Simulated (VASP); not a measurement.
Method: PBE GGA, VASP's PBE PAW potentials (set 64) (plane waves; VASP 6.6.1).

Input for VASP

POSCAR:
```
ZnCr3C
3.9941610
  1.0000000000   0.0000000000   0.0000000000
  0.0000000000   1.0000000000   0.0000000000
  0.0000000000   0.0000000000   1.0000000000
Zn C Cr
1 1 3
Cartesian
  0.0000000000   0.0000000000   0.0000000000
  0.5000000000   0.5000000000   0.5000000000
  0.0000000000   0.5000000000   0.5000000000
  0.5000000000   0.5000000000   0.0000000000
  0.5000000000   0.0000000000   0.5000000000
```

File KPOINTS:
```
kpoints
0
gamma
5 5 5
0 0 0
```

**INCAR**
```
LASPH = .TRUE.
ISMEAR = -1   ! Fermi-Dirac
LORBIT = 10
ALGO = Normal   ! blocked Davidson
SIGMA = 0.5
ISPIN = 2   ! spin-polarised
EDIFF = 1E-6   ! SCF stop (eV)
NELM = 100
MAGMOM = 0.0 0.0 3.0 3.0 3.0
SYSTEM = ZnCr3C
LMAXMIX = 4   ! l cut-off of mixed one-centre charges
GGA = PE   ! PBE
LREAL = .FALSE.   ! projection in real space or not
LWAVE = .FALSE.
PREC = Accurate
ISIF = 2   ! forces and stress, cell fixed
ENCUT = 520   ! plane-wave cut-off (eV)
LCHARG = .FALSE.
```

POTCAR, in this order: Zn C Cr_pv (PBE.64 set). Program: vasp_std.

**Question.** What will the output report for the number of irreducible k-points (NKPTS), number of bands (NBANDS), largest plane-wave count, number of space-group operations, FFT grid (NGX, NGY, NGZ)?

**Answer.** 
| Property | Result |
|---|---|
| number of irreducible k-points (NKPTS) | 10 |
| number of bands (NBANDS) | 36 |
| largest plane-wave count | 1743 |
| number of space-group operations | 48 |
| FFT grid (NGX, NGY, NGZ) | 30 × 30 × 30 |

The structure was generated: ZnCr3C was put into the cubic-perovskite type (Pm-3m), which need not be its known phase. The cell was not relaxed at this level. The k-mesh is coarse (spacing up to 0.31 per Å, 2π included), so the numbers may not be converged in it. The run is one of a series of settings (ISMEAR = -1, SIGMA = 0.5 against the base run), some of them coarse on purpose.
